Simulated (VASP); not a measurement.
The system is As.

```
As
1.0
     1.87975    1.08527    3.48577
    -1.87975    1.08527    3.48577
     0.00000   -2.17055    3.48577
As
2
Cartesian
  0.0000 0.0000 2.3795
  0.0000 0.0000 8.0778
```

```yaml
Program: VASP 6.6.1
Task: relaxation of cell and atoms
Functional: PBEsol
Potentials_or_basis: VASP PAW PBE potentials, release 64 (As)
Cutoff: 300 eV
k_mesh: 15 × 15 × 15
Occupations: gaussian, width 0.1 eV
Spin: no spin polarisation
```

At the start: pressure 0.5 GPa; volume 21.33 Å³/atom.

Problem. Where does the relaxation end?

Solution. Over 12 steps the energy falls by 5.5 meV/atom and the volume is 20.89 Å³/atom (-2.1 %); space group R-3m (No. 166, to 0.05 Å).

The path:
| step | energy change (eV) | largest force (eV/Å) | pressure (GPa) | volume (Å³) |
| --- | --- | --- | --- | --- |
| 1 | 0.0000 | 0.2395 | 0.54 | 42.67 |
| 2 | -0.0036 | 0.0032 | -0.98 | 43.12 |
| 3 | -0.0037 | 0.0358 | -0.77 | 43.05 |
| 4 | -0.0073 | 0.0156 | -0.52 | 42.64 |
| 5 | -0.0107 | 0.0190 | 0.07 | 41.84 |
| 6 | -0.0108 | 0.0246 | 0.18 | 41.71 |
| 7 | -0.0110 | 0.0198 | -0.10 | 41.81 |
| 8 | -0.0110 | 0.0208 | -0.05 | 41.79 |
| 9 | -0.0110 | 0.0085 | 0.09 | 41.74 |
| 10 | -0.0110 | 0.0034 | 0.03 | 41.76 |
| 11 | -0.0110 | 0.0040 | 0.03 | 41.76 |
| 12 | -0.0111 | 0.0016 | 0.00 | 41.79 |

Final structure:
```
CELL_PARAMETERS angstrom
1.89440 1.09373 3.36135
-1.89440 1.09373 3.36135
0.00000 -2.18747 3.36135
ATOMIC_POSITIONS crystal
As 0.23057 0.23057 0.23057
As 0.76943 0.76943 0.76943
```

Caveat: the PAW data sets were made with another functional, which shifts forces and pressure a little.
